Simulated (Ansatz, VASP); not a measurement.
# Zr2SNO (Zr2NOS MXene monolayer) in two plane-wave programs, part 2 of 2

Wanted: the spread between two codes on one cell, functional and k mesh. The structure shown is the start of the Ansatz relaxation below; VASP solves that cell, so the two are compared at the walk's first step.

VASP 6.6.1 and Ansatz 0.2.0.

So far: The structure; Ansatz: relaxation, PBE with D3(BJ).

## 3. VASP: single point, PBE with D3(BJ), start cell

Level of this step: PBE with D3(BJ), zero-moment start; plane waves and PAW (S, Zr_sv, N, O) (VASP).

The same cell, functional, mesh and smearing now go to VASP, with its own data sets.

Lines of VASP's logs that name or quote its potential files are left out, and so is its time.

INCAR reads:

```
SYSTEM = Zr2SNO
PREC = Accurate
ENCUT = 520
EDIFF = 1E-06
NELM = 200
ISMEAR = -1
SIGMA = 0.05
LREAL = .FALSE.
ALGO = Normal
GGA = PE
IVDW = 12
NBANDS = 29
ISPIN = 2
MAGMOM = -0 -0 -0 0 -0
LASPH = .TRUE.
LMAXMIX = 4
LORBIT = 11
LWAVE = .FALSE.
LCHARG = .FALSE.
ISIF = 2
LDIPOL = .TRUE.
IDIPOL = 3
DIPOL = 0.5 0.5 0.504
LVHAR = .TRUE.
GGA_COMPAT = .FALSE.
NELMDL = -8
KPAR = 2
```

POSCAR reads:

```
Zr2SNO
1.0
    3.2175000000      0.0000000000      0.0000000000
   -1.6087500000      2.7864370000      0.0000000000
    0.0000000000      0.0000000000     42.2365260000
S Zr N O
1 2 1 1
Direct
    0.3333332137      0.6666664274      0.4332742707
    0.6666666069      0.3333332137      0.4771861445
    0.3333332137      0.6666664274      0.5373018842
    0.0000000000      0.0000000000      0.5072440143
    0.6666666069      0.3333332137      0.5667257293
```

KPOINTS reads:

```
Automatic mesh
0
Gamma
12 12 1
0 0 0
```

The projector-augmented-wave data sets are S, Zr_sv, N and O (PBE family, release 64).

Started as:

```console
> mpirun -np 2 vasp_std
```

Numbers of over 12 decimals in the logs are rounded to 6 here.

The log of the run:

```text
[banner, memory and clock lines left out]
running    2 mpi-ranks, on    1 nodes
 distrk:  each k-point on    1 cores,    2 groups
 distr:  one band on    1 cores,    1 groups

 POSCAR found type information on POSCAR S ZrN O
 POSCAR found :  4 types and       5 ions
 LDA part: xc-table for (Slater+PW92), standard interpolation
 POSCAR, INCAR and KPOINTS ok, starting setup
 FFT: planning ... GRIDC
 FFT: planning ... GRID_SOFT
 FFT: planning ... GRID
 WAVECAR not read
 entering main loop
       N       E                     dE             d eps       ncg     rms          rms(c)
DAV:   1     0.389845345746E+03    0.38985E+03   -0.18471E+04  2756   0.108E+03
DAV:   2     0.328643503687E+01   -0.38656E+03   -0.37592E+03  2930   0.296E+02
DAV:   3    -0.477250044862E+02   -0.51011E+02   -0.50452E+02  3347   0.986E+01
DAV:   4    -0.504760576573E+02   -0.27511E+01   -0.27371E+01  3411   0.227E+01
DAV:   5    -0.505716806876E+02   -0.95623E-01   -0.95556E-01  3201   0.362E+00
DAV:   6    -0.505740514358E+02   -0.23707E-02   -0.23700E-02  3242   0.596E-01
DAV:   7    -0.505741230829E+02   -0.71647E-04   -0.71644E-04  3246   0.877E-02
DAV:   8    -0.505741246021E+02   -0.15192E-05   -0.15186E-05  3251   0.142E-02    0.309E+01
DAV:   9    -0.442155940309E+02    0.63585E+01   -0.37253E+01  2695   0.318E+01    0.136E+01
DAV:  10    -0.440584712106E+02    0.15712E+00   -0.90483E+00  2849   0.144E+01    0.874E+00
DAV:  11    -0.437688727046E+02    0.28960E+00   -0.28870E+00  2926   0.101E+01    0.218E+00
DAV:  12    -0.437012872626E+02    0.67585E-01   -0.47376E-01  2672   0.364E+00    0.779E-01
DAV:  13    -0.437084351831E+02   -0.71479E-02   -0.12170E-01  3014   0.165E+00    0.637E-01
DAV:  14    -0.437013787047E+02    0.70565E-02   -0.49163E-02  3056   0.932E-01    0.282E-01
[...]
DAV:  23    -0.437011575383E+02   -0.54775E-04   -0.18924E-06  2238   0.453E-03    0.135E-03
DAV:  24    -0.437011853749E+02   -0.27837E-04   -0.75453E-07  2160   0.273E-03    0.140E-03
DAV:  25    -0.437012026251E+02   -0.17250E-04   -0.31507E-07  2007   0.166E-03    0.664E-04
DAV:  26    -0.437012132808E+02   -0.10656E-04   -0.23089E-07  1848   0.118E-03    0.453E-04
DAV:  27    -0.437012181616E+02   -0.48808E-05   -0.97282E-08  1803   0.798E-04    0.297E-04
DAV:  28    -0.437012214620E+02   -0.33004E-05   -0.63888E-08  1837   0.620E-04    0.180E-04
DAV:  29    -0.437012239066E+02   -0.24446E-05   -0.53133E-08  1759   0.503E-04    0.117E-04
DAV:  30    -0.437012246185E+02   -0.71191E-06   -0.92079E-09  1462   0.272E-04
   1 F= -.45107850E+02 E0= -.45098144E+02  d E =-.194121E-01  mag=     0.0000
```

From OUTCAR (step 3):

```text
ion  position               nearest neighbor table
   1  0.333  0.667  0.433-   2 2.62   2 2.62   2 2.63
   2  0.667  0.333  0.477-   4 2.25   4 2.25   4 2.25   1 2.62   1 2.62   1 2.63   3 3.15   3 3.15
                             3 3.15
   3  0.333  0.667  0.537-   5 2.23   5 2.23   5 2.24   4 2.25   4 2.25   4 2.25   2 3.15   2 3.15
                             2 3.15
   4  0.000  0.000  0.507-   3 2.25   2 2.25   2 2.25   3 2.25   3 2.25   2 2.25
   5  0.667  0.333  0.567-   3 2.23   3 2.23   3 2.24

  LATTYP: Found a hexagonal cell.
 ALAT       =     3.2175000000
 C/A-ratio  =    13.1271254079

 Subroutine GETGRP returns: Found  6 space group operations
 (whereof  6 operations were pure point group operations)

The static configuration has the point symmetry C_3v.

 Found     19 irreducible k-points:

   k-points           NKPTS =     19   k-points in BZ     NKDIM =     19   number of bands    NBANDS=     29

   dimension x,y,z NGX =    24 NGY =   24 NGZ =  320
   dimension x,y,z NGXF=    48 NGYF=   48 NGZF=  640

   ENCUT  =  520.0 eV  38.22 Ry    6.18 a.u.   5.98  5.98 78.53*2*pi/ulx,y,z

   NELECT =      41.0000    total number of electrons

 k-points in reciprocal lattice and weights: Automatic mesh
   0.00000000  0.00000000  0.00000000       0.007
   0.08333333 -0.00000000  0.00000000       0.042
   0.16666667  0.00000000  0.00000000       0.042
   0.25000000  0.00000000  0.00000000       0.042
   0.33333333  0.00000000  0.00000000       0.042
   0.41666667 -0.00000000  0.00000000       0.042
   0.50000000  0.00000000  0.00000000       0.021
   0.08333333  0.08333333  0.00000000       0.042
   0.16666667  0.08333333  0.00000000       0.083
[...]
0.33333333  0.25000000  0.00000000       0.083
   0.33333333  0.33333333  0.00000000       0.014

 dipolmoment           0.000000      0.000000      0.053560 electrons x Angstroem

 average (electrostatic) potential at core
       1 -94.5735       2 -87.3178       3 -87.9264       4 -73.2469       5 -78.6532

 E-fermi :  -3.7917

 spin component 1
 k-point     1 :       0.0000    0.0000    0.0000
  band No.  band energies     occupation
    ...
     14      -8.8288      1.00000
     15      -7.2787      1.00000
     16      -6.3952      1.00000
     17      -6.3952      1.00000
     18      -6.0645      1.00000
     19      -3.5550      0.00871
     20      -3.5550      0.00871
     21      -3.1088      0.00000
     22      -2.8933      0.00000
     23      -2.8933      0.00000
    ...

 k-point     2 :       0.0833   -0.0000    0.0000
  band No.  band energies     occupation
    ...
     15      -7.1108      1.00000
     16      -6.7901      1.00000
     17      -6.4252      1.00000
     18      -5.9107      1.00000
     19      -4.1482      0.99920
     20      -3.7420      0.26987
     21      -3.2264      0.00001
     22      -2.6847      0.00000
     23      -2.6400      0.00000
     24      -1.3753      0.00000
    ...

 k-point     3 :       0.1667    0.0000    0.0000
  band No.  band energies     occupation
    ...
     16      -6.7217      1.00000
     17      -6.4964      1.00000
     18      -6.1174      1.00000
     19      -4.9583      1.00000
     20      -3.9766      0.97579
     21      -3.7910      0.49611
     22      -2.3688      0.00000
     23      -2.2033      0.00000
     24      -1.3663      0.00000
     25      -0.5589      0.00000
    ...

 k-point     4 :       0.2500    0.0000    0.0000
  band No.  band energies     occupation
    ...
     17      -6.5422      1.00000
     18      -6.4165      1.00000
     19      -5.6337      1.00000
     20      -4.3538      0.99999
     21      -4.1585      0.99935
     22      -1.9914      0.00000
     23      -1.6226      0.00000
     24      -1.4007      0.00000
     25      -0.3371      0.00000
     26       0.0468      0.00000
    ...

 k-point     5 :       0.3333    0.0000    0.0000
  band No.  band energies     occupation
    ...
     17      -6.7706      1.00000
     18      -6.5187      1.00000
     19      -5.8496      1.00000
     20      -4.7444      1.00000
     21      -4.3035      0.99996
     22      -1.6595      0.00000
     23      -1.2685      0.00000
     24      -0.8803      0.00000
     25       0.0714      0.00000
     26       0.4146      0.00000
    ...

 k-point     6 :       0.4167   -0.0000    0.0000
  band No.  band energies     occupation
    ...
     17      -6.8729      1.00000
     18      -6.4679      1.00000
     19      -5.8594      1.00000
     20      -4.9512      1.00000
     21      -4.3957      0.99999
     22      -1.7448      0.00000
     23      -0.5696      0.00000
     24      -0.1889      0.00000
     25       0.5203      0.00000
     26       0.7942      0.00000
    ...

 Edisp (eV)   -1.40663

  Total       2.35820     2.35820    -4.54737    -0.00000     0.00000     0.00000
  in kB       9.97781     9.97781   -19.24046    -0.00000     0.00000     0.00000
  external pressure =        0.24 kB  Pullay stress =        0.00 kB

  energy-cutoff  :      520.00
  volume of cell :      378.67
      direct lattice vectors                 reciprocal lattice vectors
     3.217500000  0.000000000  0.000000000     0.310800311  0.179440626  0.000000000
    -1.608750000  2.786437000  0.000000000     0.000000000  0.358881252  0.000000000
     0.000000000  0.000000000 42.236526000     0.000000000  0.000000000  0.023676190

 POSITION                                       TOTAL-FORCE (eV/Angst)
 -----------------------------------------------------------------------------------
      0.00000      1.85762     18.30000        -0.000000     -0.000000      1.785510
      1.60875      0.92881     20.15468        -0.000000      0.000000     -2.886825
      0.00000      1.85762     22.69377         0.000000      0.000000      4.300334
      0.00000      0.00000     21.42422        -0.000000      0.000000     -0.001331
      1.60875      0.92881     23.93653        -0.000000     -0.000000     -3.197688
 -----------------------------------------------------------------------------------
    total drift:                               -0.000000      0.002324     -0.000431

  FREE ENERGIE OF THE ION-ELECTRON SYSTEM (eV)
  ---------------------------------------------------
  free  energy   TOTEN  =       -45.1078497171 eV

  energy  without entropy=      -45.0884375948  energy(sigma->0) =      -45.09814366

 vacuum level on the upper side and lower side of the slab         3.319         2.238

 total charge
# of ion       s       p       d       tot
------------------------------------------
    1        1.369   2.308   0.000   3.677
    2        2.173   6.034   1.692   9.900
    3        2.170   6.043   1.537   9.750
    4        1.253   2.502   0.000   3.755
    5        1.576   3.357   0.000   4.933
--------------------------------------------------
tot          8.541  20.244   3.229  32.014

 magnetization (x)
# of ion       s       p       d       tot
------------------------------------------
    1        0.000   0.000   0.000   0.000
    2        0.000   0.000   0.000   0.000
    3       -0.000   0.000   0.000   0.000
    4       -0.000  -0.000   0.000  -0.000
    5       -0.000  -0.000   0.000  -0.000
--------------------------------------------------
tot         -0.000   0.000   0.000   0.000

[... 1 further part left out ...]
```

## 4. Side by side

Known differences besides the potentials themselves: Ansatz cuts the interaction across the vacuum, VASP repeats the sheet with a dipole correction; the cutoff is 420 eV in Ansatz and 520 eV in VASP. Total energies have different zeros and are not compared.

Forces (eV/Å; atoms numbered as in POSCAR):

```tsv
atom	Ansatz x, y, z	VASP x, y, z
S1	0.000, 0.000, 1.783	0.000, 0.000, 1.786
Zr2	0.000, 0.000, -2.858	0.000, 0.000, -2.887
Zr3	0.000, 0.000, 4.298	0.000, 0.000, 4.300
N4	0.000, 0.000, 0.000	0.000, 0.000, -0.001
O5	0.000, 0.000, -3.223	0.000, 0.000, -3.198
```

The forces differ by 10 meV/Å r.m.s., which is 0.6 % of the r.m.s. force of 1.638 eV/Å (both taken over all components). Moments aren't recorded for both runs of this pair, so they may hold unlike magnetic states. With vacuum in the cell, a pressure given here is an average over mostly empty space and none of the material.

## 5. Summary of results

| Property | Result |
| --- | --- |
| r.m.s. force difference (single point, PBE with D3(BJ), start cell) | 0.61 % of the r.m.s. force |

What this shows: The r.m.s. force difference is 0.61 % of the r.m.s. force (single point, PBE with D3(BJ), start cell), within the 3 % picked in this series as the mark of a large difference. 1 further run of this series is not shown here. How closely two codes agree says nothing of how well the functional describes the real material.

[Lines on the potential files, build, host, timing and source positions are cut from VASP's logs without a mark.]

[Logs are printed without paths, hosts, clocks, repeated set-up lines and the standing remarks that a program may print on its own settings, such as how far it seeks lower states.]

[Hosts, paths, dates, database ids (printed as entryN), source tags and the programs' standing remarks are cut or masked in the printed files.]
